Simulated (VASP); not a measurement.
Level of theory: PBE GGA, VASP's PBE PAW potentials (set 64) (plane waves; VASP 6.6.1).

VASP ran on this input.

**POSCAR**
```
BAs
1
    0.0000000000     2.3576990000     2.3576990000
    2.3576990000     0.0000000000     2.3576990000
    2.3576990000     2.3576990000     0.0000000000
B As
1 1
Direct
  0.0000000000   0.0000000000   0.0000000000
  0.2500000000   0.2500000000   0.2500000000
```

INCAR:
```
ALGO = Normal
EDIFF = 1E-8
ENCUT = 500
GGA = PE
ISMEAR = 0
LASPH = T
LCHARG = F
LREAL = F
LWAVE = T
NELM = 100
PREC = Normal
SIGMA = 0.01
SYSTEM = BAs
```

KPOINTS:
```
Automatic mesh
0
Gamma
4 4 4
0 0 0
```

POTCAR, in this order: B_GW As_GW (PBE.64 set). Program: vasp_std.

What VASP printed:

**OUTCAR**
```
 ion  position               nearest neighbor table
   1  0.000  0.000  0.000-   2 2.04   2 2.04   2 2.04   2 2.04
   2  0.250  0.250  0.250-   1 2.04   1 2.04   1 2.04   1 2.04
  LATTYP: Found a face centered cubic cell.
 ALAT       =     4.7153980000
 Subroutine PRICEL returns:
 Original cell was already a primitive cell.
 Subroutine GETGRP returns: Found 24 space group operations
The static configuration has the point symmetry T_d .
The dynamic configuration has the point symmetry T_d .
 Subroutine INISYM returns: Found 24 space group operations
 Subroutine IBZKPT returns following result:
 Found      8 irreducible k-points:

 Following reciprocal coordinates:
            Coordinates               Weight
  0.000000  0.000000  0.000000      1.000000
  0.250000  0.000000  0.000000      8.000000
  0.500000  0.000000  0.000000      4.000000
  0.250000  0.250000  0.000000      6.000000
  0.500000  0.250000  0.000000     24.000000
 -0.250000  0.250000  0.000000     12.000000
  0.500000  0.500000  0.000000      3.000000
 -0.250000  0.500000  0.250000      6.000000
   k-points           NKPTS =      8   k-points in BZ     NKDIM =      8   number of bands    NBANDS=      8
...
```

**OSZICAR**
```
       N       E                     dE             d eps       ncg     rms          rms(c)
DAV:   1     0.127649160068E+02    0.12765E+02   -0.38283E+03   128   0.901E+02
DAV:   2    -0.115260523887E+02   -0.24291E+02   -0.24038E+02   216   0.129E+02
DAV:   3    -0.119723429577E+02   -0.44629E+00   -0.44629E+00   144   0.206E+01
DAV:   4    -0.119742256701E+02   -0.18827E-02   -0.18827E-02   192   0.141E+00
DAV:   5    -0.119742290749E+02   -0.34048E-05   -0.34048E-05   144   0.476E-02    0.433E+00
DAV:   6    -0.112718226211E+02    0.70241E+00   -0.22687E+00   184   0.103E+01    0.182E+00
DAV:   7    -0.111983720858E+02    0.73451E-01   -0.22167E-01   184   0.320E+00    0.779E-01
DAV:   8    -0.111899315277E+02    0.84406E-02   -0.24975E-02   136   0.121E+00    0.839E-02
DAV:   9    -0.111904111390E+02   -0.47961E-03   -0.70972E-04   152   0.233E-01    0.464E-02
DAV:  10    -0.111905842475E+02   -0.17311E-03   -0.31686E-04   152   0.148E-01    0.101E-02
DAV:  11    -0.111905822526E+02    0.19949E-05   -0.10354E-05   160   0.226E-02    0.473E-03
DAV:  12    -0.111905827412E+02   -0.48862E-06   -0.25182E-06   168   0.130E-02    0.702E-04
DAV:  13    -0.111905827159E+02    0.25358E-07   -0.80120E-08   152   0.280E-03    0.323E-04
DAV:  14    -0.111905828596E+02   -0.14367E-06   -0.19311E-08   120   0.902E-04    0.729E-05
DAV:  15    -0.111905828420E+02    0.17544E-07   -0.11390E-09    64   0.333E-04    0.227E-05
DAV:  16    -0.111905828330E+02    0.90291E-08   -0.97430E-11    64   0.113E-04
   1 F= -.11190583E+02 E0= -.11190583E+02  d E =-.173028E-12
```

File OUTCAR:
```
------------------------ aborting loop because EDIFF is reached ----------------------------------------
  FORCE on cell =-STRESS in cart. coord.  units (eV):
  Direction    XX          YY          ZZ          XY          YZ          ZX
  --------------------------------------------------------------------------------------
  Total        1.6584685      1.6584685      1.6584685      0.0000000     -0.0000000      0.0000000
  in kB      101.3731036    101.3731036    101.3731036      0.0000000     -0.0000000      0.0000000
  external PRESSURE =     101.3731036 kB  Pullay stress =       0.0000000 kB
  volume of cell :       26.21
      direct lattice vectors                 reciprocal lattice vectors
     0.000000000  2.357699000  2.357699000    -0.212071176  0.212071176  0.212071176
     2.357699000  0.000000000  2.357699000     0.212071176 -0.212071176  0.212071176
     2.357699000  2.357699000  0.000000000     0.212071176  0.212071176 -0.212071176
  FREE ENERGIE OF THE ION-ELECTRON SYSTEM (eV)
  ---------------------------------------------------
  free  energy   TOTEN  =       -11.1905828330 eV

  energy  without entropy=      -11.1905828330  energy(sigma->0) =      -11.19058283
```
(Selected blocks of OUTCAR.)

The compound is BAs in the zinc blende structure. This cell is one point of a volume scan, at 0.96 of the reference volume. The k-mesh is coarse (spacing up to 0.58 per Å, 2π included), so the numbers may not be converged in it.
